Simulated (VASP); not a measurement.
OSZICAR of a VASP run on TiCo (CsCl type):

File OSZICAR:
```
       N       E                     dE             d eps       ncg     rms          rms(c)
DAV:   1     0.151936299852E+03    0.15194E+03   -0.10625E+04  2358   0.186E+03
DAV:   2    -0.770200376132E+01   -0.15964E+03   -0.15708E+03  2394   0.408E+02
DAV:   3    -0.169309952111E+02   -0.92290E+01   -0.91583E+01  3736   0.108E+02
DAV:   4    -0.171995460037E+02   -0.26855E+00   -0.26618E+00  2942   0.151E+01
DAV:   5    -0.172112929841E+02   -0.11747E-01   -0.11746E-01  3454   0.286E+00    0.119E+01
DAV:   6    -0.149915775287E+02    0.22197E+01   -0.12424E+01  3230   0.522E+01    0.464E+00
DAV:   7    -0.184411376477E+02   -0.34496E+01   -0.29730E+01  4024   0.461E+01    0.271E+01
DAV:   8    -0.147965918658E+02    0.36445E+01   -0.21265E+01  3624   0.406E+01    0.178E+00
DAV:   9    -0.148355710864E+02   -0.38979E-01   -0.26980E-01  2806   0.481E+00    0.190E+00
DAV:  10    -0.148215640107E+02    0.14007E-01   -0.79618E-02  3570   0.343E+00    0.557E-01
DAV:  11    -0.148195939115E+02    0.19701E-02   -0.61169E-03  3082   0.848E-01    0.365E-01
DAV:  12    -0.148188957695E+02    0.69814E-03   -0.19405E-03  3390   0.375E-01    0.146E-01
DAV:  13    -0.148186784578E+02    0.21731E-03   -0.61834E-04  3188   0.217E-01    0.539E-02
DAV:  14    -0.148186616443E+02    0.16814E-04   -0.13452E-04  3608   0.965E-02    0.132E-02
DAV:  15    -0.148186608517E+02    0.79261E-06   -0.11432E-05  2864   0.476E-02    0.151E-03
DAV:  16    -0.148186608964E+02   -0.44689E-07   -0.29174E-07  2674   0.550E-03
   1 F= -.14818661E+02 E0= -.14818049E+02  d E =-.183445E-02
```

**Question.** Which electronic solver shows in the log?

**Answer.** It is blocked Davidson (ALGO = Normal, or the opening steps of other solvers). The INCAR had ALGO = Normal.

**Question.** How was spin treated?

**Answer.** Without spin polarisation: there is no mag entry.

**Question.** Can the final energy be trusted as converged?

**Answer.** Self-consistency was reached. It stopped with EDIFF = 1E-7, NELM = 100 (revPBE GGA, plane waves, VASP's PBE PAW potentials (set 64)).

The compound is TiCo in the CsCl type structure. This cell is one point of a volume scan, at 1.06 of the reference volume. The run is not spin-polarised, so no magnetic state was tried. The electron count is odd and the run is not spin-polarised, which forces a metal.
